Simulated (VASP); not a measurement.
Here is the system:

```xyz
5
Lattice="3.8295 0.0000 0.0000 0.0000 3.8295 0.0000 0.0000 0.0000 3.8295" Properties=species:S:1:pos:R:3 pbc="T T T"
Sr     0.0000     0.0000     0.0000
Ti     1.9148     1.9148     1.9148
O      1.9148     0.0000     1.9148
O      0.0000     1.9148     1.9148
O      1.9148     1.9148     0.0000
```

The numbers are results of LDA (Ceperley-Alder, Perdew-Zunger), VASP's LDA PAW potentials (set 64) (plane waves; VASP), not measurements. Numerical set-up: 620 eV cut-off, 6×6×6 Γ-centred mesh, Gaussian smearing of 0.050 eV, potentials Sr_sv Ti_sv O.

What does the run give for the energy per atom (σ→0), pressure, band gap (on the k-mesh) with the smallest direct gap where there is one?

```yaml
band gap (on the k-mesh): 1.85 eV
smallest direct gap (on the k-mesh): 2.16 eV
energy per atom (σ→0): -8.833 eV/atom
pressure: 4.94 GPa
```

The compound is SrTiO3 in the cubic perovskite structure, the ideal cubic form; the compound distorts at low or room temperature. It was relaxed first under an external pressure of 5 GPa.
